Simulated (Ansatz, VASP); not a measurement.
Two plane-wave programs on Sn2Ir

INCAR

```
SYSTEM = Sn2Ir
ALGO     = Normal         ! electronic algorithm
EDIFF    = 1E-6           ! SCF threshold, eV
ENCUT    = 520            ! plane-wave cutoff, eV
GGA      = CA             ! functional
ISIF     = 2              ! what is computed and relaxed
ISMEAR   = -1             ! smearing method
LASPH    = .True.         ! aspherical terms in the spheres
LCHARG   = .False.        ! write CHGCAR
LREAL    = .False.        ! projectors in reciprocal space
LWAVE    = .False.        ! write WAVECAR
NBANDS   = 26             ! bands
NELM     = 100            ! most SCF steps
PREC     = Accurate       ! precision mode
SIGMA    = 0.05           ! smearing width, eV
```

Contents of KPOINTS:

```
k-points
0
Gamma
  10 10 10
  0 0 0
```

The input POSCAR:

```
Sn2Ir
1.0
    0.0000000000      3.0156519878      3.0156519878
    3.0156519878      0.0000000000      3.0156519878
    3.0156519878      3.0156519878      0.0000000000
Sn Ir
2 1
Direct
    0.7500000000      0.7500000000      0.7500000000
    0.2500000000      0.2500000000      0.2500000000
    0.0000000000      0.0000000000      0.0000000000
```

Input for Ansatz:

```yaml
crystal:
  lattice:
    - [0.0, 3.0156519878, 3.0156519878]
    - [3.0156519878, 0.0, 3.0156519878]
    - [3.0156519878, 3.0156519878, 0.0]
  atoms:
    - { symbol: Sn, position: [0.75, 0.75, 0.75] }
    - { symbol: Sn, position: [0.25, 0.25, 0.25] }
    - { symbol: Ir, position: [0.0, 0.0, 0.0] }
kpoints:
  mp_grid: { grid: [10, 10, 10] }
  band_path:
    path:
      - [0.0, 0.0, 0.0]
      - [0.5, 0.0, 0.5]
      - [0.625, 0.25, 0.625]
      - [0.375, 0.375, 0.75]
      - [0.0, 0.0, 0.0]
      - [0.5, 0.5, 0.5]
      - [0.5, 0.25, 0.75]
      - [0.5, 0.0, 0.5]
    npoints: 6
scf:
  occupations: { method: fermi_dirac, width: 0.05 }
hamiltonian:
  xc: lda
  pseudopotentials: { kind: paw }
output:
  forces: true
  stress: true
  eigenvalues: true
  populations: true
```

Change from the starting cell: volume scaled by 0.85, PAW files.

Alike in both runs: task single point; functional LDA; k mesh 10 × 10 × 10; occupations fermi-dirac, width 0.05 eV; no spin polarisation.

```csv
,VASP,Ansatz
version,VASP 6.6.1,Ansatz 0.2.0
potentials or method,"VASP PAW LDA potentials, release 64 (Sn_d, Ir)","PAW with Ansatz's default frozen-core files, scalar-relativistic"
plane-wave cutoff (eV),520,420
valence electrons in the cell,37,45
```

Ansatz gave:

| Item | Value |
| --- | --- |
| pressure (GPa) | 25.1 |

Problem. What did VASP give for the same quantities?

Solution. Pressure (GPa): 25.9.

The two sets of potentials don't hold the same shells in valence.

Caveats: so large a pressure means that the cell lies far from this level's equilibrium, or that cutoff or potentials fall short (VASP). Spin-orbit coupling is left out, which matters for the levels of Ir.
